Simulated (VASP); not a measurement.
Input:

```xyz
1
Lattice="-1.6500 1.6500 1.6500 1.6500 -1.6500 1.6500 1.6500 1.6500 -1.6500" Properties=species:S:1:pos:R:3 pbc="T T T"
Ta     0.0000     0.0000     0.0000
```

Computed with SCAN meta-GGA, VASP's PBE PAW potentials (set 64) (plane waves; VASP). Settings: 520 eV cut-off, 14×14×14 Γ-centred mesh, first-order Methfessel-Paxton smearing of 0.10 eV, potentials Ta_pv.

Energy and stress use the plane-wave basis of the starting cell.

### Question
The ions, cell shape and volume are relaxed. Which structure does the run end with?

### Answer

```xyz
1
Lattice="-1.6381 1.6381 1.6381 1.6381 -1.6381 1.6381 1.6381 1.6381 -1.6381" Properties=species:S:1:pos:R:3 pbc="T T T"
Ta     0.0000     0.0000     0.0000
```
Space group Im-3m (229), at a tolerance of 0.03 Å.

### Question
How do energy and volume change from the first to the last step?

### Answer
The energy (σ→0) changes by -5.5 meV/atom and the volume by -2.1 %, in 3 ionic steps.

The compound is Ta in the bcc structure. This run relaxes it. Symmetry was kept, so distortions that lower it aren't found.
